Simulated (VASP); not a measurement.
```yaml
crystal:
  lattice:
    - [6.22095, 0.00000, 0.00000]
    - [0.00000, 6.22095, 0.00000]
    - [0.00000, 0.00000, 6.22095]
  atoms:
    - { symbol: Cs, position: [0.00000, 0.00000, 0.00000] }
    - { symbol: I, position: [0.00000, 0.50000, 0.50000] }
    - { symbol: I, position: [0.50000, 0.00000, 0.50000] }
    - { symbol: I, position: [0.50000, 0.50000, 0.00000] }
    - { symbol: Sn, position: [0.50000, 0.50000, 0.50000] }
```

Method: SCAN meta-GGA, VASP's PBE PAW potentials (set 64) (plane waves; VASP). Numerical set-up: 400 eV cut-off, 4×4×4 Γ-centred mesh, tetrahedra with Blöchl corrections, potentials Cs_sv I Sn_d.

Unless said otherwise, spin-orbit coupling is left out, though it shifts the bands of the heavy elements here.

**Question.** Estimate the energy per atom (σ→0), band gap (over mesh and band path) with the smallest direct gap where there is one.

**Answer.** 
The band gap (over mesh and band path) is 0.43 eV, the smallest direct gap (over mesh and band path) is 0.43 eV and the energy per atom (σ→0) is -37.736 eV/atom.

Only differences to runs with the same potentials and settings are physical.

The structure comes from a measured CsSnI3 entry (Pm-3m) of the Crystallography Open Database, whose conditions weren't checked. It was relaxed first.
